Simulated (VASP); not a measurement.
The system is BiTe.

```
CELL_PARAMETERS angstrom
2.42271 1.39875 3.31729
-2.42271 1.39875 3.31729
0.00000 -2.79750 3.31729
ATOMIC_POSITIONS crystal
Bi 0.50000 0.50000 0.50000
Te 0.00000 0.00000 0.00000
```

The cell comes from a database or a generator and needn't be the stable form of this composition.

- Program: VASP 6.6.1
- Task: relaxation of cell and atoms
- Functional: PBE
- Dispersion: D3(BJ)
- Potentials or basis: VASP PAW PBE potentials, release 64 (Bi_d, Te)
- Cutoff: 600 eV
- k mesh: 6 × 6 × 6
- Occupations: fermi-dirac, width 0.05 eV
- Spin: no spin polarisation

At the start: pressure -2.3 GPa; volume 33.72 Å³/atom.

Question: Where does the relaxation end?

Answer: Over 7 steps the energy falls by 14.6 meV/atom and the volume is 31.87 Å³/atom (-5.5 %); space group R-3m (No. 166, to 0.05 Å).

Step by step:
| step | energy change (eV) | largest force (eV/Å) | pressure (GPa) | volume (Å³) |
| --- | --- | --- | --- | --- |
| 1 | 0.0000 | 0.0000 | -2.31 | 67.45 |
| 2 | -0.0175 | 0.0000 | 1.40 | 62.81 |
| 3 | -0.0237 | 0.0000 | 0.02 | 64.32 |
| 4 | -0.0259 | 0.0000 | 0.02 | 64.19 |
| 5 | -0.0287 | 0.0000 | 0.03 | 63.90 |
| 6 | -0.0263 | 0.0000 | 0.04 | 63.29 |
| 7 | -0.0292 | 0.0000 | 0.02 | 63.74 |

Final structure:
```
CELL_PARAMETERS angstrom
2.41061 1.39176 3.16642
-2.41061 1.39176 3.16642
0.00000 -2.78353 3.16642
ATOMIC_POSITIONS crystal
Bi 0.50000 0.50000 0.50000
Te 0.00000 0.00000 0.00000
```

Caveat: pairwise dispersion overbinds metals, which lowers pressure and volume.
